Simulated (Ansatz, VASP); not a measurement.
# MgTi3C3O in two plane-wave programs, part 2 of 2

Aim: how closely do two programs agree when they are given the same cell, functional and k mesh? The cell is generated by rule, not measured, and may not be a known phase. The cell is taken from a series of runs on this material, whose earlier steps may have relaxed, scaled, displaced or heated it; both programs get it as it stands.

VASP 6.6.1 and Ansatz 0.2.0.

So far: The structure; VASP: relaxation of cell and atoms, PBE.

The structure was built from a prototype and need not be the compound's stable phase.

## 3. Ansatz: relaxation of cell and atoms, PBE

Level of this step: Ansatz beside VASP: Kohn-Sham DFT, plane waves, PBE (Ansatz).

Ansatz runs on its default PAW (the set named soft_2) files.

The same cell, functional, mesh and smearing now go to Ansatz, which takes its cutoff from its data sets.

Input file input.yaml:

```yaml
crystal:
  lattice:
    - [2.1473548369, 2.1473548369, 0.0]
    - [-2.1473548369, 2.1473548369, 0.0]
    - [0.0, 0.0, 8.8671660651]
  atoms:
    - { symbol: C, position: [0.0, 0.0, 0.2550485671] }
    - { symbol: C, position: [0.5, 0.5, 0.5] }
    - { symbol: C, position: [0.0, 0.0, 0.7449514329] }
    - { symbol: Mg, position: [0.0, 0.0, 0.0] }
    - { symbol: O, position: [0.5, 0.5, 0.0] }
    - { symbol: Ti, position: [0.5, 0.5, 0.2564785484] }
    - { symbol: Ti, position: [0.0, 0.0, 0.5] }
    - { symbol: Ti, position: [0.5, 0.5, 0.7435214516] }
kpoints:
  mp_grid: { grid: [12, 12, 4] }
hamiltonian:
  xc: pbe
scf:
  occupations: { method: methfessel_paxton, width: 0.15 }
output:
  forces: true
  stress: true
  eigenvalues: true
relax:
  adjacent_minimum: "off"
  f_tol: 0.001
  max_steps: 60
  cell: { stress_tol: 0.01 }
```

The run is started by

```console
ansatz run input.yaml --threads 8 --pin off --max-ram 14336MiB --backend cpu --events-out ev --progress --plain --runs-dir out
```

Numbers of over 12 decimals in the logs are rounded to 6 here.

The program printed:

```text
Engine: ansatz 0.2.0, x86_64-unknown-linux-gnu
Pseudopotentials: kind: paw
Pseudopotential: C, paw, valence charge 4, recommended cutoff 420 eV (normal), C.paw.azcp
Pseudopotential: Mg, paw, valence charge 10, recommended cutoff 420 eV (normal), Mg.paw.azcp
Pseudopotential: O, paw, valence charge 6, recommended cutoff 420 eV (normal), O.paw.azcp
Pseudopotential: Ti, paw, valence charge 12, recommended cutoff 420 eV (normal), Ti.paw.azcp
Functional definition: PBE
  parameter kappa = 0.804
  parameter beta = 0.066725
  exchange = pbe_x(kappa = kappa, mu = beta*pi^2/3)
  correlation = pbe_c(beta = beta)
Crystal: 8 atoms, lattice volume = 81.775 Å³
Basis set: ecut = 420 eV, 1589 PW (Γ), exchange–correlation on 48×48×120 points (8 copies of the dense FFT grid, shifted against one another)
Bands: 40, of which v1, the nominal top of the filled ones, is band 32 counted from 1 (31 counted from 0)
Symmetry: 16 space group operations
Space group: P4/mmm (ITA 123), of the structure as read, at distance tolerance 4.3e-5 Å
k-points: 84 of 576
Non-local potential: C, projectors of the file, l = 0: 2, l = 1: 2, l = 2: 1
Non-local potential: Mg, projectors of the file, l = 0: 3, l = 1: 2, l = 2: 1
Non-local potential: O, projectors of the file, l = 0: 2, l = 1: 2, l = 2: 1
Non-local potential: Ti, projectors of the file, l = 0: 3, l = 1: 2, l = 2: 3, l = 3: 1
PAW form: soft (Blöchl's): semilocal exchange-correlation on the pseudo side does not see the compensation charge
PAW one-centre angular grid: C, 110 points (default); XC on 64 Gauss nodes
PAW one-centre angular grid: Mg, 110 points (default); XC on 64 Gauss nodes
PAW one-centre angular grid: O, 110 points (default); XC on 64 Gauss nodes
PAW one-centre angular grid: Ti, 590 points (default); XC on 64 Gauss nodes
Initial density: superposition of atomic densities (neutral atoms: chi_scale 0, normalization atom), corrected by the library's trained network
Initial wavefunctions: pseudopotential atomic-orbital guess
Functional: x = pbe(κ = 0.804, μ = 0.219515), c = pbe(β = 0.066725)
SCF iter   1: F=—  HF=-10749.909983 eV  |F-HF|=—  |Δ(HF+E_count)|=         —  Δρ=4.07e-3  dr2=1.49e-2  ethr=1.77e-3  ⟨swp⟩=4.8  Hψ=12303  notcnv=0
preconditioner: auto → Kerker (q_TF=auto, 2.619 Å⁻¹)  [metal: Δε(μ)=0.009 eV  Ē_g=7.672 eV  σ=0.150 eV  W_gap=0.05  n_scr=26 (ndim 8)  ℏωp=23.2 eV  f_vac=0.000  D(μ)=0.81/eV (n_scr^D=2)]
SCF iter   2: F=—  HF=-10749.908167 eV  |F-HF|=—  |Δ(HF+E_count)|=   1.82e-3  S|Δr|=    0.00e0  Δρ=2.20e-3  dr2=4.72e-3  ethr=2.33e-5  ⟨swp⟩=1.4  Hψ=4092  notcnv=0
SCF iter   3: F=—  HF=-10749.907766 eV  |F-HF|=—  |Δ(HF+E_count)|=   4.02e-4  S|Δr|=    0.00e0  Δρ=4.66e-4  dr2=7.06e-4  ethr=7.37e-6  ⟨swp⟩=2.0  Hψ=3941  notcnv=0
SCF iter   4: F=—  HF=-10749.907673 eV  |F-HF|=—  |Δ(HF+E_count)|=   9.29e-5  S|Δr|=    0.00e0  Δρ=2.02e-4  dr2=3.01e-4  ethr=1.10e-6  ⟨swp⟩=2.0  Hψ=4303  notcnv=0
SCF iter   5: F=—  HF=-10749.907621 eV  |F-HF|=—  |Δ(HF+E_count)|=   5.14e-5  S|Δr|=    0.00e0  Δρ=1.13e-4  dr2=7.93e-5  ethr=4.71e-7  ⟨swp⟩=2.2  Hψ=4297  notcnv=0
SCF iter   6: F=—  HF=-10749.907259 eV  |F-HF|=—  |Δ(HF+E_count)|=   3.62e-4  S|Δr|=    0.00e0  Δρ=4.56e-5  dr2=4.58e-6  ethr=1.24e-7  ⟨swp⟩=2.0  Hψ=4282  notcnv=0
SCF iter   7: F=—  HF=-10749.907259 eV  |F-HF|=—  |Δ(HF+E_count)|=   5.71e-7  S|Δr|=    0.00e0  Δρ=2.30e-5  dr2=3.35e-7  ethr=7.16e-9  ⟨swp⟩=2.0  Hψ=4618  notcnv=0
SCF iter   8: F=-10749.907258 eV  HF=-10749.907258 eV  |F-HF|=9.96e-9  |Δ(HF+E_count)|=   4.59e-8  S|Δr|=    0.00e0  Δρ=6.16e-6  dr2=2.66e-8  ethr=1.56e-10  ⟨swp⟩=8.8  Hψ=13773  notcnv=0
SCF 1 converged in 8 iterations: F = -10749.907258 eV  dr2 = 2.66e-8
  greatest PAW one-centre occupation: 1.000 electrons in one spin orbital (limit 2), on the Mg atom at site 3 (counted from 0), in its partial waves of l = 0
relax step   1: F+E_penalty+E_count = -10749.90725844 eV  Δ(F+E_penalty+E_count) = +0.000e0 eV  max|allowed force component| = 2.974e-2 eV/Å  Δτ_max = 0.0000 Å  P = +0.022 GPa  Ω = 81.775 Å³  (8 SCF iters, dr2 threshold 1.00e-7 eV, accepted)
[...]
relax step   4: F+E_penalty+E_count = -10749.90739819 eV  Δ(F+E_penalty+E_count) = -1.008e-5 eV  max|allowed force component| = 1.296e-3 eV/Å  Δτ_max = 0.0003 Å  P = -0.005 GPa  Ω = 81.773 Å³  energy of the carried Pulay correction = +5.654e-6 eV  (5 SCF iters, dr2 threshold 4.64e-9 eV, accepted)
[...]
relax step   5: F+E_penalty+E_count = -10749.90740891 eV  Δ(F+E_penalty+E_count) = -1.072e-5 eV  max|allowed force component| = 1.887e-4 eV/Å  Δτ_max = 0.0001 Å  P = +0.005 GPa  Ω = 81.768 Å³  energy of the carried Pulay correction = +1.621e-5 eV  (7 SCF iters, dr2 threshold 1.05e-10 eV, accepted)
[...]
relax step   6: F+E_penalty+E_count = -10749.90736889 eV  Δ(F+E_penalty+E_count) = +4.002e-5 eV  max|allowed force component| = 2.000e-4 eV/Å  Δτ_max = 0.0000 Å  P = +0.005 GPa  Ω = 81.768 Å³  stress off target by 5.96e-3 GPa  SCF on the basis re-selected at this cell (its energy is not comparable with the rows above)  (8 SCF iters)
basis re-selected at this cell: Δ(F+E_penalty+E_count) = +4.002e-5 eV, ΔP = -0.000 GPa vs the last step (what re-selecting the basis moved, of the pressure what is left beyond the Pulay correction that the steps carried, after the strain that the cell walked since its last selection, with what the two solves' SCF thresholds leave and, on support functions, any second-order correction that the steps lacked; it is no m [...]
SCF converged after 8 iterations
Stability not checked: this state was not tested for a lower state beside it, because cold or Methfessel-Paxton smearing, or corrected tetrahedra, fill the levels in a way that the test cannot read (fill_not_monotonic; see scf.lower_state_search)
Free energy (F): -10749.907369 eV
Harris-Foulkes:  -10749.907369 eV  (|F-HF|=1.82e-12)
Internal energy: -10749.908006 eV  (E = F + TS)
E sigma→0 (E₀):  -10749.907528 eV
Entropy (-TS):   0.000637 eV (0.080 meV/atom)
Fermi energy:    13.159565 eV
--- Per-component energies (eV) ---
  E_band       = -648.636908
  E_kinetic    = 1340.351060
  E_local      = -4013.540018  (includes V_loc(G=0)·N_el)
  E_nonlocal   = 238.692376
  E_hartree    = 1529.838719
  E_xc         = -546.542642
  E_vxc        = -685.849063  (∫ρ·V_xc dr)
  E_paw        = -3885.492964  (= ΣΔE_a)
  E_vpaw       = -587.971574  (= ΣTr[D̂ρ^β])
  E_aug_tail   = 0.002867  (compensation charges beyond the density's cutoff)
  E_ewald      = -5413.217404
  E_smearing   = 0.000637  (= −TS)
  E_closure    = 0.000000  (closes the sum)
  Σ components = -10749.907369   (vs F -10749.907369, Δ=0.00e0)
--- Forces (eV/Å), atoms counted from 1 ---
  atom   1  C      0.00000000     0.00000000     0.00006881
  atom   2  C     -0.00000000     0.00000000     0.00000000
  atom   3  C      0.00000000     0.00000000    -0.00006881
  atom   4  Mg     0.00000000     0.00000000     0.00000000
  atom   5  O      0.00000000     0.00000000     0.00000000
  atom   6  Ti     0.00000000     0.00000000    -0.00019999
  atom   7  Ti    -0.00000000     0.00000000     0.00000000
  atom   8  Ti     0.00000000     0.00000000     0.00019999
  max |Σ_I F_I| component: 2.17e-19 eV/Å
--- Stress (GPa, compression-positive) ---
        0.004725      -0.000000       0.000000
       -0.000000       0.004725       0.000000
        0.000000       0.000000       0.005961
  P = ⅓ Tr σ = 0.0051 GPa (0.051 kbar)
--- Band table (eV; the first three rows and the last of 84) ---
  k-point 0: bands = [... 28 lower, 13.1474, 13.3221, 13.3221, 13.4803, 13.6163, 14.5613, 14.5613, 14.8274, ... 4 higher]
  k-point 1: bands = [... 28 lower, 13.1395, 13.1395, 13.3247, 13.3247, 13.4940, 14.4359, 14.4359, 15.0114, ... 4 higher]
  k-point 2: bands = [... 28 lower, 13.1315, 13.1315, 13.3269, 13.3269, 13.5073, 14.3630, 14.3630, 15.1449, ... 4 higher]
  k-point 83: bands = [... 28 lower, 11.5192, 11.8556, 11.8556, 12.5455, 13.4012, 13.4012, 15.0953, 15.0953, ... 4 higher]
--- Relaxed structure (5 steps of the walk, 5 accepted, 1 SCFs on fresh bases) ---
  F+E_penalty+E_count = -10749.90736889 eV   max|allowed force component| = 2.000e-4 eV/Å   (the final SCF, on the basis selected at the relaxed cell)
  cell:  # Å, volume = 81.7680 Å³
    - [2.148186, 2.148186, 0.0]
    - [-2.148186, 2.148186, 0.0]
    - [0.0, 0.0, 8.859503]
  atoms:
    - { symbol: C, position: [0, 0, 0.255164] }
    - { symbol: C, position: [0.5, 0.5, 0.5] }
    - { symbol: C, position: [0, 0, 0.744836] }
    - { symbol: Mg, position: [0, 0, 0] }
    - { symbol: O, position: [0.5, 0.5, 0] }
    - { symbol: Ti, position: [0.5, 0.5, 0.256317] }
    - { symbol: Ti, position: [0, 0, 0.5] }
    - { symbol: Ti, position: [0.5, 0.5, 0.743683] }
```

Reading the cycles: dr2 is the Hartree energy of the density residual (eV), the measure of convergence; HF is the Harris–Foulkes estimate of the energy, which meets the free energy F at convergence.

## 4. Comparison

Known differences besides the potentials themselves: the data sets hold 64 valence electrons in Ansatz (on its default PAW (the set named soft_2) files) and 56 in VASP; the cutoff is 420 eV in Ansatz and 600 eV in VASP; Ansatz adds a Pulay correction to the stress that steers its cell, VASP none. Total energies have different zeros and are not compared.

Compared:

```tsv
quantity	Ansatz	VASP	difference
volume (Å³)	81.77	81.71	+0.07 %
edge a after relaxation, in the typed setting (Å)	3.038	3.038	+0.01 %
edge c after relaxation, in the typed setting (Å)	8.860	8.855	+0.05 %
```

## 5. Outcome

* difference in volume (relaxation of cell and atoms, PBE): 0.066 %

**Reading.** The difference in volume is 0.066 % (relaxation of cell and atoms, PBE), within the 1.2 % picked in this series as the mark of a large difference, as far as the stopping tolerances let one tell. The data sets hold unlike numbers of valence electrons (64 in Ansatz and 56 in VASP), so part of the differences comes from the potentials. Such differences can come from data sets, numerical settings and the points named under the comparisons, not from the functional's error against experiment.

[Lines on the potential files, build, host, timing and source positions are cut from VASP's logs without a mark.]

[Logs are printed without paths, hosts, clocks, repeated set-up lines and the standing remarks that a program may print on its own settings, such as how far it seeks lower states.]

[Hosts, paths, dates, database ids (printed as entryN), source tags and the programs' standing remarks are cut or masked in the printed files.]
